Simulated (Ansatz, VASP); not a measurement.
# Cross-check of SiO2 between VASP and Ansatz, part 3 of 3

One calculation is typed for both programs; each brings its own data sets. How far apart do they land? The cell is taken from a series of runs on this material, whose earlier steps may have relaxed, scaled, displaced or heated it; both programs get it as it stands.

VASP 6.6.1 and Ansatz 0.2.0.

So far: Starting point; VASP: zone-centre phonons, LDA.

**3. Ansatz: zone-centre phonons, LDA**

Level of this step: Ansatz beside VASP: Kohn-Sham DFT, plane waves, LDA (Ansatz).

Ansatz runs on its PAW soft_1 files.

The same cell, functional (in two slightly different forms) and mesh now go to Ansatz, which takes its cutoff from its data sets.

input.yaml

```yaml
crystal:
  lattice:
    - [4.1133636323, 0.0, 0.0]
    - [0.0, 4.1133636323, 0.0]
    - [0.0, 0.0, 2.6757559226]
  atoms:
    - { symbol: O, position: [0.6952666628, 0.6952666628, 0.0] }
    - { symbol: O, position: [0.1952666628, 0.8047333372, 0.5] }
    - { symbol: O, position: [0.3047333372, 0.3047333372, 0.0] }
    - { symbol: O, position: [0.8047333372, 0.1952666628, 0.5] }
    - { symbol: Si, position: [0.5, 0.5, 0.5] }
    - { symbol: Si, position: [0.0, 0.0, 0.0] }
kpoints:
  mp_grid: { grid: [8, 8, 8] }
hamiltonian:
  xc: lda
  pseudopotentials: { kind: paw, azcp: { folder: soft_1 }, xc_functional: pbe }
scf:
  occupations: { method: fixed }
output:
  eigenvalues: true
phonons:
  method: dfpt
  dielectric: true
  rigid_motions: translations
```

Started as:

```sh
$ ansatz run input.yaml --threads 8 --pin off --max-ram 16384MiB --backend cpu --events-out ev --progress --plain --runs-dir out
```

Numbers of over 12 decimals in the logs are rounded to 6 here.

The program printed:

```text
Engine: ansatz 0.2.0, aarch64-unknown-linux-gnu
Pseudopotentials: kind: paw
Pseudopotential: O, paw, valence charge 6, recommended cutoff 420 eV (normal), soft_1/O.paw.azcp
Pseudopotential: Si, paw, valence charge 4, recommended cutoff 420 eV (normal), soft_1/Si.paw.azcp
Functional definition: SPW92
  exchange = slater_x
  correlation = pw_c
Crystal: 6 atoms, lattice volume = 45.273 Å³
Basis set: ecut = 420 eV, 881 PW (Γ), exchange–correlation on 60×60×36 points (8 copies of the dense FFT grid, shifted against one another)
Bands: 22, of which v1, the nominal top of the filled ones, is band 16 counted from 1 (15 counted from 0)
Symmetry: 16 space group operations
k-points: 260 of 512 (irreducible under 1 space group operation, time reversal used)
Non-local potential: O, projectors of the file, l = 0: 2, l = 1: 2, l = 2: 1
Non-local potential: Si, projectors of the file, l = 0: 2, l = 1: 2, l = 2: 1
PAW form: soft (Blöchl's): semilocal exchange-correlation on the pseudo side does not see the compensation charge
PAW frozen core: O, regenerated for the run's functional, and the local potential with it (the file was generated under x = pbe(κ = 0.804, μ = 0.219515), c = pbe(β = 0.066725))
PAW frozen core: Si, regenerated for the run's functional, and the local potential with it (the file was generated under x = pbe(κ = 0.804, μ = 0.219515), c = pbe(β = 0.066725))
PAW one-centre angular grid: O, 110 points (default); XC on 64 Gauss nodes
PAW one-centre angular grid: Si, 110 points (default); XC on 64 Gauss nodes
Initial density: superposition of atomic densities (chi_scale 0.1, normalization cell, long waves kept (reshape's long-wave potential 0.00 eV rms))
Initial wavefunctions: pseudopotential atomic-orbital guess
Functional: x = slater, c = lda
SCF iter   1: F=—  HF=-3447.578525 eV  |F-HF|=—  |Δ(HF+E_count)|=         —  Δρ=1.43e-1  dr2=7.28e0  ethr=3.10e-3  ⟨swp⟩=4.3  Hψ=25834  notcnv=0  defer=1002
preconditioner: auto → none  [insulator: Δε(μ)=7.114 eV  Ē_g=19.834 eV  n_scr=10 (ndim 8)  ℏωp=31.2 eV  f_vac=0.000  ε∞_Penn≈3.5]
SCF iter   2: F=—  HF=-3445.602053 eV  |F-HF|=—  |Δ(HF+E_count)|=    1.98e0  Δρ=6.36e-2  dr2=6.75e-1  ethr=3.10e-3  ⟨swp⟩=3.0  Hψ=13666  notcnv=0  defer=998
SCF iter   3: F=—  HF=-3445.431563 eV  |F-HF|=—  |Δ(HF+E_count)|=   1.70e-1  Δρ=2.23e-2  dr2=8.00e-2  ethr=2.11e-3  ⟨swp⟩=2.3  Hψ=10046  notcnv=0  defer=1032
SCF iter   4: F=—  HF=-3445.433574 eV  |F-HF|=—  |Δ(HF+E_count)|=   2.01e-3  Δρ=1.71e-3  dr2=4.41e-4  ethr=2.50e-4  ⟨swp⟩=2.0  Hψ=6572  notcnv=0  defer=1040
SCF iter   5: F=—  HF=-3445.433770 eV  |F-HF|=—  |Δ(HF+E_count)|=   1.96e-4  Δρ=2.18e-4  dr2=8.89e-6  ethr=1.38e-6  ⟨swp⟩=2.0  Hψ=9469  notcnv=0  defer=1040
SCF iter   6: F=—  HF=-3445.433774 eV  |F-HF|=—  |Δ(HF+E_count)|=   4.28e-6  Δρ=2.89e-5  dr2=1.42e-7  ethr=2.78e-8  ⟨swp⟩=2.0  Hψ=9287  notcnv=0  defer=467
SCF iter   7: F=—  HF=-3445.433774 eV  |F-HF|=—  |Δ(HF+E_count)|=   2.30e-7  Δρ=5.21e-6  dr2=5.62e-9  ethr=4.44e-10  ⟨swp⟩=2.2  Hψ=8841  notcnv=0  defer=453
SCF iter   8: F=-3445.433774 eV  HF=-3445.433774 eV  |F-HF|=2.73e-11  |Δ(HF+E_count)|=   1.26e-9  Δρ=3.91e-7  dr2=4.54e-11  ethr=1.00e-12  ⟨swp⟩=12.1  Hψ=43459  notcnv=0
SCF 1 converged in 8 iterations: F = -3445.433774 eV  dr2 = 4.54e-11
  greatest PAW one-centre occupation: 0.854 electrons in one spin orbital (limit 2), on the O atom at site 3 (counted from 0), in its partial waves of l = 0
DFPT response loops at Γ: preconditioner auto → none (the input reference at scf.mixing.eps_inf says where Resta's filter doesn't serve); β = 0.50; Broyden in place of MSR1
── the response to a field inside a basis, on 8×8×8 k-points: an SCF that follows is theirs, and a resumed run solves both again ──
Bands: 17, of which v1, the nominal top of the filled ones, is band 16 counted from 1 (15 counted from 0)
k-points: 40 of 512
Initial density: handed on by an earlier stage of this run
Initial wavefunctions: pseudopotential atomic-orbital guess (no wavefunctions were taken with the density)
Eigensolver: Dense (40 Hₖ)
SCF iter   1: F=—  HF=-3445.435066 eV  |F-HF|=—  |Δ(HF+E_count)|=         —  Δρ=7.42e-4  dr2=3.89e-5  ethr=1.00e-1
preconditioner: auto → none  [insulator: Δε(μ)=6.422 eV  Ē_g=16.639 eV  n_scr=10 (ndim 8)  ℏωp=31.2 eV  f_vac=0.000  ε∞_Penn≈4.5]
SCF iter   2: F=—  HF=-3445.435054 eV  |F-HF|=—  |Δ(HF+E_count)|=   1.18e-5  Δρ=3.14e-4  dr2=9.23e-6  ethr=1.22e-7
SCF iter   3: F=—  HF=-3445.435053 eV  |F-HF|=—  |Δ(HF+E_count)|=   1.18e-6  Δρ=1.20e-4  dr2=2.01e-6  ethr=2.88e-8
SCF iter   4: F=-3445.435053 eV  HF=-3445.435053 eV  |F-HF|=2.42e-10  |Δ(HF+E_count)|=   6.72e-7  Δρ=8.48e-6  dr2=9.52e-9  ethr=6.29e-9
SCF 1 converged in 4 iterations: F = -3445.435053 eV  dr2 = 9.52e-9
  greatest PAW one-centre occupation: 0.855 electrons in one spin orbital (limit 2), on the O atom at site 3 (counted from 0), in its partial waves of l = 0
DFPT response loops at Γ: mixed as the last ones told, above
SCF converged after 8 iterations
Free energy (F): -3445.433774 eV
Harris-Foulkes:  -3445.433774 eV  (|F-HF|=2.73e-11)
Internal energy: -3445.433774 eV  (E = F + TS)
E sigma→0 (E₀):  -3445.433774 eV
Fermi energy:    10.741975 eV
--- Per-component energies (eV) ---
  E_band       = 67.880816
  E_kinetic    = 787.166341
  E_local      = -1181.625028  (includes V_loc(G=0)·N_el)
  E_nonlocal   = 261.244404
  E_hartree    = 429.057309
  E_xc         = -400.998785
  E_vxc        = -468.379248  (∫ρ·V_xc dr)
  E_paw        = -1582.309385  (= ΣΔE_a)
  E_vpaw       = -188.643731  (= ΣTr[D̂ρ^β])
  E_aug_tail   = 0.003261  (compensation charges beyond the density's cutoff)
  E_ewald      = -1758.528239
  E_core_change = 0.556347  (= ΣΔE_core)
  E_smearing   = -0.000000  (= −TS)
  E_closure    = 0.000000  (closes the sum)
  Σ components = -3445.433774   (vs F -3445.433774, Δ=0.00e0)
--- Band table (eV; the first three rows and the last of 260) ---
  k-point 0: bands = [... 12 lower, 8.1487, 9.8318, 9.8318, 10.7420, 16.7400, 17.0587, 19.0190, 19.0190, ... 2 higher]
  k-point 1: bands = [... 12 lower, 7.4786, 9.6668, 9.6668, 10.5202, 17.4455, 18.1726, 19.9212, 19.9212, ... 2 higher]
  k-point 2: bands = [... 12 lower, 6.3173, 9.1548, 9.1548, 9.8341, 18.5127, 20.4193, 20.7487, 21.8713, ... 2 higher]
  k-point 259: bands = [... 12 lower, 8.9826, 8.9826, 9.1076, 9.1076, 18.1146, 18.1146, 21.8265, 21.8265, ... 2 higher]
--- Phonons (Γ-DFPT): 4 representative perturbations + reference, on 260 of 512 k-points (Σ response iterations 12) ---
  k mesh reduced under 1 symmetry operation, with k and −k counted as one. Each operation leaves every solved perturbation unchanged. A smaller set is not considered because the run solves the response to a homogeneous field
  ASR residual: 2.218e-4 → 0.000e0 eV/Å²; symmetrization residual: 2.177e-6 eV/Å²
  ASR residual per site (eV/Å²): 2.22e-4 2.22e-4 2.22e-4 2.22e-4 4.50e-5 4.50e-5
  Γ frequencies (cm⁻¹): 0.00 0.00 0.00 214.78 385.50 475.35 475.35 589.32 589.32 597.81 626.51 626.51 654.08 766.17 771.90 823.72 823.72 969.11
  ε∞ (high-frequency dielectric tensor):
        3.359142     0.000000     0.000000
        0.000000     3.359142     0.000000
        0.000000     0.000000     3.563141
  ε⁰ (static dielectric tensor: ions relaxed, cell fixed):
       10.379155     0.000000    -0.000000
        0.000000    10.379155    -0.000000
       -0.000000    -0.000000     9.222190
  ε⁰ − ε∞ (ionic part):
        7.020013     0.000000    -0.000000
        0.000000     7.020013    -0.000000
       -0.000000    -0.000000     5.659050
  softest optical mode at Γ: 214.78 cm⁻¹; the repairs (sum rule, projections) moved no ω² at Γ by more than (2.36 cm⁻¹)²
  Born effective charges Z* (e; rows j = field, columns β = displacement):
    site 0:
        -1.89946   -0.56266    0.00000
        -0.56266   -1.89946    0.00000
         0.00000    0.00000   -2.04074
    site 1:
        -1.89946    0.56266    0.00000
         0.56266   -1.89946    0.00000
         0.00000    0.00000   -2.04074
    site 2:
        -1.89946   -0.56266    0.00000
        -0.56266   -1.89946    0.00000
         0.00000    0.00000   -2.04074
    site 3:
        -1.89946    0.56266    0.00000
         0.56266   -1.89946    0.00000
         0.00000    0.00000   -2.04074
    site 4:
         3.79892   -0.33223    0.00000
        -0.33223    3.79892    0.00000
         0.00000    0.00000    4.08148
    site 5:
[...]
Z* charge neutrality: 1.094e-3 e pre-enforcement
  solved inside a basis spanned on kpoints, on 8×8×8 k-points, its susceptibility summed on 8×8×12: ε∞ is read to err by 8.3e-3, Z* by 1.4e-2 e (field_mesh: kpoints solves on kpoints); Z* is corrected for what the basis lacks
  optical modes at Γ without the LO–TO term, one row a degenerate level:
      ω (cm⁻¹)  modes    IR ((D/Å)²/amu)
[...]
optical modes at Γ + LO–TO along q̂ = [1.0000, 0.0000, 0.0000]:
      ω (cm⁻¹)  modes    IR ((D/Å)²/amu)
[...]
optical modes at Γ + LO–TO along q̂ = [0.0000, 1.0000, 0.0000]:
      ω (cm⁻¹)  modes    IR ((D/Å)²/amu)
[...]
optical modes at Γ + LO–TO along q̂ = [0.0000, 0.0000, 1.0000]:
      ω (cm⁻¹)  modes    IR ((D/Å)²/amu)
[...]
589.32      2             0.0000
        597.81      1             0.0000
        626.51      2            15.4368
        766.17      1             0.0000
        771.90      1             0.0000
        823.72      2            28.7349
        969.11      1             0.0000
       1052.28      1            51.3904
```

**4. Differences**

Known differences besides the potentials themselves: fixed occupations in Ansatz, narrow Gaussian smearing in VASP; VASP's response is taken on the typed mesh, Ansatz refines its own for the field response alone; the cutoff is 420 eV in Ansatz and 600 eV in VASP; VASP's log shows a relativistic correction to its local exchange, Ansatz's none. Total energies have different zeros and are not compared.

Both answers:

| quantity | Ansatz | VASP | difference |
| --- | --- | --- | --- |
| ε∞ xx | 3.36 | 3.34 | +0.71 % |
| ε∞ yy | 3.36 | 3.34 | +0.71 % |
| ε∞ zz | 3.56 | 3.54 | +0.76 % |
| Born charge of O1 (mean of the diagonal) (e) | -1.95 | -1.93 | -0.02 |
| Born charge of Si5 (mean of the diagonal) (e) | 3.89 | 3.86 | +0.03 |
| optical mode 1 (cm⁻¹) | 214.8 | 215.5 | -0.33 % |
| optical mode 2 (cm⁻¹) | 385.5 | 388.6 | -0.79 % |
| optical mode 3 to 4 (cm⁻¹) | 475.4 | 478.5 | -0.67 % |
| optical mode 5 to 6 (cm⁻¹) | 589.3 | 594.0 | -0.79 % |
| optical mode 7 (cm⁻¹) | 597.8 | 601.6 | -0.64 % |
| optical mode 8 to 9 (cm⁻¹) | 626.5 | 630.9 | -0.69 % |
| optical mode 10 (cm⁻¹) | 654.1 | 660.8 | -1.02 % |
| optical mode 11 (cm⁻¹) | 766.2 | 772.8 | -0.86 % |
| optical mode 12 (cm⁻¹) | 771.9 | 775.4 | -0.45 % |
| optical mode 13 to 14 (cm⁻¹) | 823.7 | 827.6 | -0.47 % |
| optical mode 15 (cm⁻¹) | 969.1 | 971.9 | -0.29 % |

Modes are paired by rising frequency, not by their patterns, so a pair may set unlike modes beside each other; they are those without the splitting of longitudinal modes.

**5. Outcome**

* r.m.s. difference of the optical zone-centre modes, each program's sorted by frequency (zone-centre phonons, LDA): 4.2 cm⁻¹
* difference in optical mode 10 (zone-centre phonons, LDA): -1.0 %

In words: The r.m.s. difference of the optical zone-centre modes, each program's sorted by frequency is 4.2 cm⁻¹ (zone-centre phonons, LDA). Among the rows given in per cent, the largest difference of the zone-centre phonons, LDA pair is in optical mode 10, -1.0 %. How closely two codes agree says nothing of how well the functional describes the real material.

[Lines on the potential files, build, host, timing and source positions are cut from VASP's logs without a mark.]

[Logs are printed without paths, hosts, clocks, repeated set-up lines and the standing remarks that a program may print on its own settings, such as how far it seeks lower states.]

[Hosts, paths, dates, database ids (printed as entryN), source tags and the programs' standing remarks are cut or masked in the printed files.]
